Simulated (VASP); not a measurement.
Here is the system:

```
CELL_PARAMETERS angstrom
      4.22445     2.11033     2.11033
      2.11033     4.22445     2.11033
      2.11033     2.11033     4.22445
ATOMIC_POSITIONS crystal
  Ni 0.00000 0.00000 0.00000
  Ni 0.50000 0.50000 0.50000
  O  0.25000 0.25000 0.25000
  O  0.75000 0.75000 0.75000
```
Starting moments (μB, in the order of the record's atoms Ni Ni O O): 1.4 -1.4 0.0 0.0.

Level of theory: revPBE GGA, VASP's PBE PAW potentials (set 64) (plane waves; VASP). Numerical set-up: 520 eV cut-off, 10×10×10 Γ-centred mesh, tetrahedra with Blöchl corrections, potentials Ni O.

The cores are frozen, which limits the accuracy of field gradients.

### Question
Give the principal components of the electric field gradient (V/Å²) and the asymmetry η at each nucleus.

### Answer

```
atom   Vxx   Vyy   Vzz     η
----  ----  ----  ----  ----
Ni1   -0.7  -0.7   1.4  0.00
Ni2   -0.7  -0.7   1.4  0.00
O3     1.3   1.3  -2.6  0.00
O4     1.3   1.3  -2.6  0.00
```

The compound is NiO in the rock salt, AFM-II order structure. It was relaxed first.
